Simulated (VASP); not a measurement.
An input for Ansatz (written as the equivalent of a VASP run, and not itself run):

Ansatz 0.2 input:
```yaml
crystal:
  lattice:
    - [0.0000000, 2.5705542, 2.5705542]
    - [2.5705542, 0.0000000, 2.5705542]
    - [2.5705542, 2.5705542, 0.0000000]
  atoms:
    - { symbol: Li, position: [0.0000000, 0.0000000, 0.0000000] }
    - { symbol: Cl, position: [0.5000000, 0.5000000, 0.5000000] }
kpoints:
  mp_grid: { grid: [10, 10, 10] }
hamiltonian:
  xc: pbe
  pseudopotentials: { kind: paw }
scf:
  occupations: { method: tetrahedron }
  max_iter: 100
output: { forces: true, stress: true, eigenvalues: true }
```

Question: Translate this input to VASP (INCAR, KPOINTS, POSCAR, choice of POTCAR).

Answer: One answer among several that fit: 
POSCAR:
```
LiCl
1.0
  0.0000000000   2.5705542292   2.5705542292
  2.5705542292   0.0000000000   2.5705542292
  2.5705542292   2.5705542292   0.0000000000
Li Cl
1 1
Cart
  0.0000000000   0.0000000000   0.0000000000
  2.5705542292   2.5705542292   2.5705542292
```

**INCAR**
```
SYSTEM = LiCl
PREC = Accurate
ENCUT = 520
EDIFF = 1E-7
NELM = 100
ALGO = Normal
LREAL = .FALSE.
LASPH = .TRUE.
ISMEAR = -5
GGA = PE
LWAVE = .FALSE.
LCHARG = .TRUE.
LORBIT = 11
NEDOS = 601
ISIF = 2
```

**KPOINTS**
```
kpoints
0
G
 10 10 10
```

POTCAR, in this order: Li_sv Cl (PBE.64 set). Program: vasp_std.

Limits of the translation: each code has its own PAW files, so the cut-off isn't converted (ENCUT is set for VASP's; basis.ecutwfc is left out, and Ansatz then takes the one that its files recommend); Ansatz stops its SCF on the density residual and VASP on the energy change (EDIFF).

The structure was generated: LiCl was put into the rock salt type (Fm-3m), which need not be its known phase. It was relaxed first, which changed the volume by +11 %.
